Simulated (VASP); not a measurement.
The input files of a VASP run:

**INCAR**
```
SYSTEM  =  FePt
ALGO  =  Normal
LMAXMIX  =  6   ! l cut-off of mixed one-centre charges
GGA  =  PE
ISMEAR  =  1
MAGMOM  =  3.0 0.0
PREC  =  Accurate
NUPDOWN  =  2
SIGMA  =  0.1
NELM  =  100
EDIFF  =  1E-6
LASPH  =  .TRUE.   ! aspherical one-centre terms
ISPIN  =  2
ENCUT  =  400   ! plane-wave cut-off (eV)
ISIF  =  2   ! forces and stress, cell fixed
LWAVE  =  .FALSE.
LORBIT  =  10
LREAL  =  .FALSE.   ! projection in real space or not
LCHARG  =  .FALSE.
```

POSCAR:
```
FePt
1
    2.6556720000     0.0000000000     0.0000000000
    0.0000000000     2.7381800000     0.0000000000
    0.0000000000     0.0000000000     3.6336920000
Fe Pt
1 1
Direct
  0.0000000000   0.0000000000   0.0000000000
  0.5148810000   0.5000000000   0.5000000000
```

KPOINTS:
```
Automatic mesh
0
gamma
12 12 9
```

POTCAR, in this order: Fe Pt (PBE.64 set). Program: vasp_std.

Question: Write an equivalent input for Quantum ESPRESSO's pw.x.

Answer: One equivalent input (not run):
```
&CONTROL
  calculation = 'scf'
  pseudo_dir = './pseudo'
  outdir = './out'
  tprnfor = .true.
  tstress = .true.
/
&SYSTEM
  ibrav = 0
  nat = 2
  ntyp = 2
  ecutwfc = 90
  occupations = 'smearing'
  smearing = 'methfessel-paxton'
  degauss = 0.00735
  input_dft = 'pbe'
  nspin = 2
  starting_magnetization(1) = 0.3
  tot_magnetization = 2
/
&ELECTRONS
  conv_thr = 7.3e-08
  electron_maxstep = 100
/
ATOMIC_SPECIES
  Fe 55.845 Fe.upf
  Pt 195.084 Pt.upf
CELL_PARAMETERS angstrom
     2.6556720    0.0000000    0.0000000
     0.0000000    2.7381800    0.0000000
     0.0000000    0.0000000    3.6336920
ATOMIC_POSITIONS crystal
  Fe   0.0000000  0.0000000  0.0000000
  Pt   0.5148810  0.5000000  0.5000000
K_POINTS automatic
  12 12 9 0 0 0
```
What does not carry over: the potentials are each code's own (VASP's PAW set, PseudoDojo norm-conserving files in pw.x), so ENCUT and ecutwfc are chosen apart and not converted; conv_thr bounds pw.x's estimated SCF error, while EDIFF bounds the energy change between steps; starting_magnetization is a fraction of the valence charge and MAGMOM a moment in μB, so they match only roughly.

The compound is FePt in the L1_0 structure. The cell was not relaxed at this level, atoms are displaced from their ideal sites. The run is one of a series of settings (NUPDOWN = 2 against the base run), some of them coarse on purpose.
